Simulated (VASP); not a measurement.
Sn:

```
CELL_PARAMETERS angstrom
0.00000 3.23334 3.23334
3.23334 0.00000 3.23334
3.23334 3.23334 0.00000
ATOMIC_POSITIONS crystal
Sn 0.00000 0.00000 0.00000
Sn 0.25000 0.25000 0.25000
```

This isn't the form of Sn at room conditions, which is tetragonal (white tin).

```yaml
Program: VASP 6.6.1
Task: relaxation of cell and atoms
Functional: PBEsol
Potentials_or_basis: VASP PAW PBE potentials, release 64 (Sn_d)
Cutoff: 520 eV
k_mesh: 8 × 8 × 8
Occupations: gaussian, width 0.02 eV
Spin: no spin polarisation
```

At the start: pressure 1.4 GPa; volume 33.80 Å³/atom.

Question: Where does the relaxation end?

Answer: Over 3 steps the energy falls by 4.7 meV/atom and the volume is 34.89 Å³/atom (+3.2 %); space group Fd-3m (No. 227, to 0.05 Å).

Step by step:
| step | energy change (eV) | largest force (eV/Å) | pressure (GPa) | volume (Å³) |
| --- | --- | --- | --- | --- |
| 1 | 0.0000 | 0.0000 | 1.44 | 67.61 |
| 2 | -0.0082 | 0.0000 | -0.49 | 70.63 |
| 3 | -0.0095 | 0.0000 | -0.01 | 69.78 |

Final structure:
```
Sn
1.0
     0.00000    3.26761    3.26761
     3.26761    0.00000    3.26761
     3.26761    3.26761    0.00000
Sn
2
Direct
  0.00000 0.00000 0.00000
  0.25000 0.25000 0.25000
```

Caveat: the PAW data sets were made with another functional, which shifts forces and pressure a little.
